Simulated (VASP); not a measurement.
Input:

```xyz
2
Lattice="2.7236 0.0000 0.0000 0.0000 2.7236 0.0000 0.0000 0.0000 2.7236" Properties=species:S:1:pos:R:3 pbc="T T T"
Ga     1.3618     1.3618     1.3618
Co     0.0000     0.0000     0.0000
```

Level of theory: PBE GGA, VASP's PBE PAW potentials (set 64) (plane waves; VASP). Run with 500 eV cut-off, 13×13×13 Γ-centred mesh, first-order Methfessel-Paxton smearing of 0.10 eV, potentials Ga_d Co.

Problem. Estimate the energy per atom (σ→0), pressure, band gap (on the k-mesh) with the smallest direct gap where there is one.

Solution. 
```
Quantity                                                     Value
------------------------  ----------------------------------------
band gap (on the k-mesh)  none (metal, semimetal or under 0.01 eV)
energy per atom (σ→0)                           -483.9 kJ/mol-atom
pressure                                                 44.90 GPa
```

The compound is CoGa in the CsCl type structure. It was relaxed first under an external pressure of 45 GPa. The run is not spin-polarised, so no magnetic state was tried.
